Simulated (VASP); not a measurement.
Here is a VASP 6.6.1 calculation.

The input INCAR:

```
SYSTEM = Si2B3
ALGO = Fast
EDIFF = 1E-4
EDIFFG = -0.08
ENCUT = 520
GGA = PE
IBRION = 2
ISIF = 3
ISMEAR = 0
LASPH = .True.
LCHARG = .False.
LREAL = .False.
LWAVE = .False.
NELM = 60
NSW = 24
PREC = Normal
SIGMA = 0.15
```

Contents of KPOINTS:

```
k-points
0
Gamma
  6 6 6
  0 0 0
```

File POSCAR:

```
Si2B3
1.0
   -2.1727833100      2.1727833100      2.9551154400
    2.1727833100     -2.1727833100      2.9551154400
    2.1727833100      2.1727833100     -2.9551154400
Si B
2 3
Direct
    0.7500000000      0.2500000000      0.5000000000
    0.2500000000      0.7500000000      0.5000000000
    0.5000000000      0.0000000000      0.5000000000
    0.0000000000      0.5000000000      0.5000000000
    0.0000000000      0.0000000000      0.0000000000
```

Potentials or basis: VASP PAW PBE potentials, release 64 (Si, B).

Run with:

```sh
$ cat potpaw_PBE.64/Si/POTCAR potpaw_PBE.64/B/POTCAR > POTCAR
$ mpirun -np 1 vasp_std > vasp.out
```

**Question.** What does it give for the space group after relaxing (to 0.05 Å)?

**Answer.** I4/mmm (No. 139).

**Question.** Predict the relaxed cell.

**Answer.** a = 5.166 Å, b = 5.166 Å, c = 5.166 Å, α = 140.82°, β = 140.82°, γ = 56.61°.

**Question.** Predict the relaxed volume.

**Answer.** 10.92 Å³/atom.

Final structure:
```cif
data_structure
_symmetry_space_group_name_H-M 'P 1'
_symmetry_Int_Tables_number 1
_cell_length_a 5.1662
_cell_length_b 5.1662
_cell_length_c 5.1662
_cell_angle_alpha 140.817
_cell_angle_beta 140.817
_cell_angle_gamma 56.615
_cell_volume 54.60
loop_
_atom_site_label
_atom_site_type_symbol
_atom_site_fract_x
_atom_site_fract_y
_atom_site_fract_z
_atom_site_occupancy
Si1 Si 0.75000 0.25000 0.50000 1
Si2 Si 0.25000 0.75000 0.50000 1
B1 B 0.50000 0.00000 0.50000 1
B2 B 0.00000 0.50000 0.50000 1
B3 B 0.00000 0.00000 0.00000 1
```
